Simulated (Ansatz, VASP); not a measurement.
## ScGaN in VASP and in Ansatz

Contents of INCAR:

```
ALGO     = Normal         # electronic algorithm
EDIFF    = 1E-7           # SCF threshold, eV
EDIFFG   = -0.04          # ionic threshold
ENCUT    = 600            # plane-wave cutoff, eV
GGA      = PE             # functional
IBRION   = 2              # ionic algorithm
ISIF     = 3              # what is computed and relaxed
ISMEAR   = 0              # smearing method
LASPH    = True           # aspherical terms in the spheres
LCHARG   = False          # write CHGCAR
LREAL    = False          # projectors in reciprocal space
LWAVE    = False          # write WAVECAR
NELM     = 80             # most SCF steps
NSW      = 90             # ionic steps
PREC     = Accurate       # precision mode
SIGMA    = 0.1            # smearing width, eV
```

The input KPOINTS:

```
k-points
0
Gamma
  6 6 4
```

File POSCAR:

```
ScGaN
1.0
    3.8521282800      0.0000000000      0.0000000000
   -1.9260641400      3.3360409500      0.0000000000
    0.0000000000      0.0000000000      3.8560319800
Sc Ga N
1 1 1
Direct
    0.3333333300      0.6666666700      0.5000000000
    0.6666666700      0.3333333300      0.0000000000
    0.0000000000      0.0000000000      0.5000000000
```

Input for Ansatz:

```yaml
crystal:
  lattice:
    - [3.85212828, 0.0, 0.0]
    - [-1.92606414, 3.33604095, 0.0]
    - [0.0, 0.0, 3.85603198]
  atoms:
    - { symbol: Sc, position: [0.33333333, 0.66666667, 0.5] }
    - { symbol: Ga, position: [0.66666667, 0.33333333, 0.0] }
    - { symbol: "N", position: [0.0, 0.0, 0.5] }
basis:
  ecutwfc: 420
kpoints:
  mp_grid: { grid: [6, 6, 4] }
hamiltonian:
  xc: pbe
scf:
  occupations: { method: gaussian, width: 0.1 }
  lower_state_search: "off"
output:
  forces: true
  stress: true
  eigenvalues: true
relax:
  adjacent_minimum: "off"
  f_tol: 0.04
  max_steps: 70
  cell: { stress_tol: 0.4 }
```

Change from the starting cell: species swapped into the GdZnSi type (P-6m2, No. 187).

Alike in both runs: task relaxation of cell and atoms; functional PBE; k mesh 6 × 6 × 4; occupations gaussian, width 0.1 eV; no spin polarisation.

|  | VASP | Ansatz |
| --- | --- | --- |
| version | VASP 6.6.1 | Ansatz 0.2.0 |
| potentials or method | VASP PAW PBE potentials, release 64 (Sc_sv, Ga_d, N) | scalar-relativistic, plane waves, PAW |
| plane-wave cutoff (eV) | 600 | 420 |
| valence electrons in the cell | 29 | 29 |

```csv
,VASP,Ansatz,Ansatz less VASP
"gap on the k mesh at the Fermi level, each at its own relaxed structure (eV)",none,none,-
relaxed volume (Å³/atom),17.79,18.05,+0.257
relaxed cell length with the largest relative difference (Å),4.939,5.043,+0.1034
energy change over the relaxation (meV/atom),-258,-273,-14.2
```

A gap of «none» marks a metal or a gap that the smearing closes.

Caveats: the k mesh is coarse (spacing up to 0.41 Å⁻¹), so the values aren't converged.
